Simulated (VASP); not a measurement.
Computed with PBEsol GGA, VASP's PBE PAW potentials (set 64) (plane waves; VASP).

The input files of a VASP run:

**KPOINTS**
```
Automatic mesh
0
Gamma
4 4 4
0 0 0
```

File POSCAR:
```
SrVO3
1
    3.8400000000     0.0000000000     0.0000000000
    0.0000000000     3.8400000000     0.0000000000
    0.0000000000     0.0000000000     3.8400000000
Sr V O
1 1 3
Direct
  0.0011450000  -0.0152460000   0.0187860000
  0.4861810000   0.5113390000   0.5016580000
  0.4666940000   0.0037780000   0.4848350000
  0.0298700000   0.4967030000   0.4984820000
  0.5161090000   0.5034260000  -0.0037610000
```

### INCAR
```
SYSTEM  =  SrVO3
PREC  =  Accurate; ENCUT  =  400; LREAL  =  .FALSE.
LASPH  =  .TRUE.
EDIFF  =  1E-6; NELM  =  100; ALGO  =  Normal
LMAXMIX  =  4
ISMEAR  =  -1; SIGMA  =  0.05
GGA  =  PS
ISIF  =  2
LWAVE  =  .FALSE.; LCHARG  =  .FALSE.
```

POTCAR, in this order: Sr_sv V_sv O (PBE.64 set). Program: vasp_std.

The resulting files:

### OUTCAR
```
 ion  position               nearest neighbor table
   1  0.001  0.985  0.019-   3 2.53   5 2.63   4 2.63   4 2.70   5 2.71   3 2.72   3 2.72   5 2.73
                             4 2.74   4 2.81   5 2.81   3 2.90   2 3.20   2 3.26   2 3.27   2 3.32
   2  0.486  0.511  0.502-   4 1.75   3 1.89   5 1.90   5 1.94   3 1.95   4 2.09   1 3.20   1 3.26
                             1 3.27   1 3.32   1 3.34   1 3.38   1 3.39   1 3.46
   3  0.467  0.004  0.485-   2 1.89   2 1.95   1 2.53   1 2.72   1 2.72   1 2.90
   4  0.030  0.497  0.498-   2 1.75   2 2.09   1 2.63   1 2.70   1 2.74   1 2.81
   5  0.516  0.503  0.996-   2 1.90   2 1.94   1 2.63   1 2.71   1 2.73   1 2.81
  LATTYP: Found a simple cubic cell.
 ALAT       =     3.8400000000
 Subroutine PRICEL returns:
 Original cell was already a primitive cell.
 Subroutine GETGRP returns: Found  1 space group operations
The static configuration has the point symmetry C_1 .
The dynamic configuration has the point symmetry C_1 .
 Subroutine INISYM returns: Found  1 space group operations
 Subroutine IBZKPT returns following result:
 Found     36 irreducible k-points:

 Following reciprocal coordinates:
            Coordinates               Weight
  0.000000  0.000000  0.000000      1.000000
  0.250000  0.000000  0.000000      2.000000
  0.000000  0.250000  0.000000      2.000000
  0.000000  0.000000  0.250000      2.000000
...
```

OSZICAR:
```
       N       E                     dE             d eps       ncg     rms          rms(c)
DAV:   1     0.386337541468E+03    0.38634E+03   -0.20855E+04  1728   0.146E+03
DAV:   2    -0.301062636146E+02   -0.41644E+03   -0.41320E+03  2248   0.439E+02
DAV:   3    -0.501210932811E+02   -0.20015E+02   -0.19930E+02  1768   0.112E+02
DAV:   4    -0.507911690530E+02   -0.67008E+00   -0.66839E+00  3120   0.169E+01
DAV:   5    -0.507957092714E+02   -0.45402E-02   -0.45346E-02  1992   0.117E+00    0.423E+01
DAV:   6    -0.427035657522E+02    0.80921E+01   -0.91606E+01  2280   0.748E+01    0.190E+01
DAV:   7    -0.417398502628E+02    0.96372E+00   -0.31260E+01  1968   0.507E+01    0.188E+01
DAV:   8    -0.410444443597E+02    0.69541E+00   -0.40163E+00  1960   0.190E+01    0.225E+00
DAV:   9    -0.410598845886E+02   -0.15440E-01   -0.19218E-01  2336   0.269E+00    0.152E+00
DAV:  10    -0.410509446829E+02    0.89399E-02   -0.78370E-02  2088   0.278E+00    0.321E-01
DAV:  11    -0.410503959590E+02    0.54872E-03   -0.46154E-03  1816   0.561E-01    0.108E-01
DAV:  12    -0.410504401346E+02   -0.44176E-04   -0.38060E-04  2296   0.133E-01    0.603E-02
DAV:  13    -0.410504295546E+02    0.10580E-04   -0.79755E-05  2160   0.701E-02    0.283E-02
DAV:  14    -0.410504294219E+02    0.13265E-06   -0.16595E-05  2384   0.332E-02    0.114E-02
DAV:  15    -0.410504297176E+02   -0.29563E-06   -0.12776E-06  1040   0.918E-03
   1 F= -.41050430E+02 E0= -.41034639E+02  d E =-.315805E-01
```

OUTCAR:
```
------------------------ aborting loop because EDIFF is reached ----------------------------------------
  FORCE on cell =-STRESS in cart. coord.  units (eV):
  Direction    XX          YY          ZZ          XY          YZ          ZX
  --------------------------------------------------------------------------------------
  Total       -0.8978900     -1.8480436     -2.5289900     -0.0029140     -0.0742930      0.1606753
  in kB      -25.4062189    -52.2912628    -71.5589611     -0.0824527     -2.1021545      4.5463845
  external PRESSURE =     -49.7521476 kB  Pullay stress =       0.0000000 kB
  volume of cell :       56.62
      direct lattice vectors                 reciprocal lattice vectors
     3.840000000  0.000000000  0.000000000     0.260416667  0.000000000  0.000000000
     0.000000000  3.840000000  0.000000000     0.000000000  0.260416667  0.000000000
     0.000000000  0.000000000  3.840000000     0.000000000  0.000000000  0.260416667
 POSITION                                       TOTAL-FORCE (eV/Angst)
 -----------------------------------------------------------------------------------
      0.00440      3.78146      0.07214        -0.132368      0.387832     -0.350262
      1.86694      1.96354      1.92637         1.038043     -0.626568     -0.125030
      1.79210      0.01451      1.86177         1.170142     -0.106096      0.409177
      0.11470      1.90734      1.91417        -2.274044      0.273376      0.081240
      1.98186      1.93316      3.82556         0.198227      0.071457     -0.015125
 -----------------------------------------------------------------------------------
    total drift:                               -0.000032      0.000020      0.000030
  FREE ENERGIE OF THE ION-ELECTRON SYSTEM (eV)
  ---------------------------------------------------
  free  energy   TOTEN  =       -41.0504297176 eV

  energy  without entropy=      -41.0188491878  energy(sigma->0) =      -41.03463945
```
(Selected blocks of OUTCAR.)

At this cut-off the stress carries a Pulay error, which pulls relaxed volumes low.

The structure is a typed SrVO3 crystal. The cell was not relaxed at this level, atoms are displaced from their ideal sites. The k-mesh is coarse (spacing up to 0.41 per Å, 2π included), so the numbers may not be converged in it. The run is not spin-polarised, so no magnetic state was tried. The electron count is odd and the run is not spin-polarised, which forces a metal.
